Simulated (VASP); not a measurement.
An input for Quantum ESPRESSO's pw.x (written as the equivalent of a VASP run, and not itself run):

```
&CONTROL
  calculation = 'vc-relax'
  pseudo_dir = './pseudo'
  outdir = './out'
  tprnfor = .true.
  tstress = .true.
  nstep = 60
  forc_conv_thr = 0.00078
/
&SYSTEM
  ibrav = 0
  nat = 6
  ntyp = 2
  ecutwfc = 86
  occupations = 'smearing'
  smearing = 'methfessel-paxton'
  degauss = 0.00735
  input_dft = 'pbesol'
/
&ELECTRONS
  conv_thr = 7.3e-08
  electron_maxstep = 100
/
&IONS
/
&CELL
/
ATOMIC_SPECIES
  Ge 72.630 Ge.upf
  Se 78.971 Se.upf
CELL_PARAMETERS angstrom
     6.0456637   -0.0000000    0.0000000
    -0.0000000    6.0456637    0.0000000
     0.0000000    0.0000000    3.8101327
ATOMIC_POSITIONS crystal
  Ge   0.0000000  1.0000000  0.0000000
  Ge   0.5000000  0.5000000  0.5000000
  Se   0.3019530  0.3019530  0.0000000
  Se   0.8019530  0.1980470  0.5000000
  Se   0.1980470  0.8019530  0.5000000
  Se   0.6980470  0.6980470  0.0000000
K_POINTS automatic
  5 5 7 0 0 0
```

Q: Translate this input to VASP (INCAR, KPOINTS, POSCAR, choice of POTCAR).

A: One answer among several that fit: 
File POSCAR:
```
GeSe2
1.0
  6.0456636701   0.0000000000   0.0000000000
  0.0000000000   6.0456636701   0.0000000000
  0.0000000000   0.0000000000   3.8101326651
Ge Se
2 4
Cart
  0.0000000000   6.0456636701   0.0000000000
  3.0228318350   3.0228318350   1.9050663325
  1.8255064968   1.8255064968   0.0000000000
  4.8483383318   1.1973253383   1.9050663325
  1.1973253383   4.8483383318   1.9050663325
  4.2201571733   4.2201571733   0.0000000000
```

File KPOINTS:
```
Automatic
0
Gamma
 5 5 7
0 0 0
```

INCAR:
```
! general
SYSTEM  = GeSe2
PREC    = Accurate
ENCUT   = 400   ! plane-wave cut-off (eV)
LREAL   = F
LASPH   = T   ! aspherical one-centre terms

! electronic loop
EDIFF   = 1E-6
NELM    = 100   ! most electronic steps
ALGO    = Normal   ! blocked Davidson
LMAXMIX = 4

! smearing
ISMEAR  = 1
SIGMA   = 0.1   ! width (eV)

! functional
GGA     = PS

! ions
IBRION  = 2   ! conjugate gradients
NSW     = 60
ISIF    = 3   ! ions, shape and volume
EDIFFG  = -0.02   ! ionic stop

! output
LWAVE   = F
LCHARG  = F
```

POTCAR, in this order: Ge_d Se (PBE.64 set). Program: vasp_std.

The two are equivalent in intent, not identical: the potentials are each code's own (VASP's PAW set, PseudoDojo norm-conserving files in pw.x), so ENCUT and ecutwfc are chosen apart and not converted; conv_thr bounds pw.x's estimated SCF error, while EDIFF bounds the energy change between steps; forc_conv_thr acts on force components and is met together with etot_conv_thr.

The structure was generated: GeSe2 was put into the rutile type (P4_2/mnm), which need not be its known phase. This run relaxes it. Symmetry was kept, so distortions that lower it aren't found. The start is the result of an earlier pass.
